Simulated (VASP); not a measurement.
A convergence study with VASP on Au (fcc): one setting is varied, all else stays as given below, so the limit is that of these other settings. The cell's lengths are 1 % over those of the tabulated start, so it is off equilibrium.

```
Au
1.0
    0.00000     2.06040     2.06040
    2.06040     0.00000     2.06040
    2.06040     2.06040     0.00000
Au
1
Direct
  0.00000   0.00000   0.00000
```

These are PBEsol GGA, VASP's PBE PAW potentials (set 64) (plane waves; VASP) values and carry that method's errors. The tightest run used: 1000 eV cut-off, 17×17×17 Γ-centred mesh, first-order Methfessel-Paxton smearing of 0.10 eV, potentials Au.

| setting | E (eV/atom) | pressure (GPa) | plane waves |
|---|---|---|---|
| ENCUT = 150 | -3.3037 | -224.09 | 78 |
| ENCUT = 200 | -3.8289 | -31.28 | 125 |
| ENCUT = 250 | -3.9272 | -5.16 | 169 |

Question: These are the cheaper rows. Estimate the results at ENCUT = 1000, and how far the last row shown lies from them.

Answer: 
| quantity | tightest run | last row shown is off by |
|---|---|---|
| E (eV/atom) | -3.9148 | -0.0124 |
| pressure (GPa) | -4.70 | -0.46 |

Left out are rungs that failed or repeat a setting and relaxations that didn't move; long series are thinned to 24 rows.

The compound is Au in the fcc structure. The cell was not relaxed at this level.
